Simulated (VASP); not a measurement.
An input for Quantum ESPRESSO's pw.x (written as the equivalent of a VASP run, and not itself run):

```
&CONTROL
  calculation = 'relax'
  pseudo_dir = './pseudo'
  outdir = './out'
  tprnfor = .true.
  tstress = .true.
  nstep = 30
  forc_conv_thr = 0.00039
/
&SYSTEM
  ibrav = 0
  nat = 4
  ntyp = 2
  ecutwfc = 92
  occupations = 'smearing'
  smearing = 'methfessel-paxton'
  degauss = 0.00735
  input_dft = 'pbesol'
/
&ELECTRONS
  conv_thr = 7.3e-09
  electron_maxstep = 100
/
&IONS
/
ATOMIC_SPECIES
  Cu 63.546 Cu.upf
  Au 196.967 Au.upf
CELL_PARAMETERS angstrom
     3.7694907    0.0000000    0.0000000
     0.0000000    3.7694907    0.0000000
     0.0000000    0.0000000    3.7694907
ATOMIC_POSITIONS crystal
  Cu   0.0000000  0.5000000  0.5000000
  Cu   0.5000000  0.0000000  0.5000000
  Cu   0.5000000  0.5000000  0.0000000
  Au   0.0000000  0.0000000  0.0000000
K_POINTS automatic
  8 8 8 0 0 0
```

Problem. Translate this input to VASP (INCAR, KPOINTS, POSCAR, choice of POTCAR).

Solution. One answer among several that fit: 
INCAR:
```
! general
SYSTEM  = Cu3Au
PREC    = Accurate
ENCUT   = 480   ! plane-wave cut-off (eV)
LREAL   = .FALSE.   ! projection in real space or not
LASPH   = .TRUE.   ! aspherical one-centre terms

! electronic loop
EDIFF   = 1E-7   ! SCF stop (eV)
NELM    = 100   ! most electronic steps
ALGO    = Normal   ! blocked Davidson
LMAXMIX = 6   ! l cut-off of mixed one-centre charges

! smearing
ISMEAR  = 1   ! Methfessel-Paxton
SIGMA   = 0.1   ! width (eV)

! functional
GGA     = PS   ! PBEsol

! ions
IBRION  = 2
NSW     = 30   ! most ionic steps
ISIF    = 2
EDIFFG  = -0.01   ! ionic stop

! output
LWAVE   = .FALSE.
LCHARG  = .FALSE.
```

File POSCAR:
```
Cu3Au
1
    3.7694906596     0.0000000000     0.0000000000
    0.0000000000     3.7694906596     0.0000000000
    0.0000000000     0.0000000000     3.7694906596
Cu Au
3 1
Direct
  0.0000000000   0.5000000000   0.5000000000
  0.5000000000   0.0000000000   0.5000000000
  0.5000000000   0.5000000000   0.0000000000
  0.0000000000   0.0000000000   0.0000000000
```

File KPOINTS:
```
Automatic mesh
0
Gamma
8 8 8
0 0 0
```

POTCAR, in this order: Cu Au (PBE.64 set). Program: vasp_std.

What does not carry over: the potentials are each code's own (VASP's PAW set, PseudoDojo norm-conserving files in pw.x), so ENCUT and ecutwfc are chosen apart and not converted; conv_thr bounds pw.x's estimated SCF error, while EDIFF bounds the energy change between steps; forc_conv_thr acts on force components and is met together with etot_conv_thr.

The compound is Cu3Au in the L1_2 structure. This cell was strained or had an atom moved on purpose.
